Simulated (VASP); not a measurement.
Input:

```
CELL_PARAMETERS angstrom
      1.59053    -2.75488     0.00000
      1.59053     2.75488     0.00000
      0.00000     0.00000     5.17733
ATOMIC_POSITIONS crystal
  Ga 0.66667 0.33333 0.50002
  Ga 0.33333 0.66667 0.00002
  N  0.66667 0.33333 0.87698
  N  0.33333 0.66667 0.37698
```

Level of theory: AM05 GGA, VASP's PBE PAW potentials (set 64) (plane waves; VASP). Settings: 520 eV cut-off, Gaussian smearing of 0.050 eV, potentials Ga_d N.

**Question.** Predict the band gap (along the path) with the smallest direct gap where there is one.

**Answer.** 
| Property | Result |
|---|---|
| band gap (along the path) | 2.01 eV |
| smallest direct gap (along the path) | 2.01 eV |

Total energies compare only between runs with the same potentials, cut-off and functional.

The compound is GaN in the wurtzite structure. It was relaxed first.
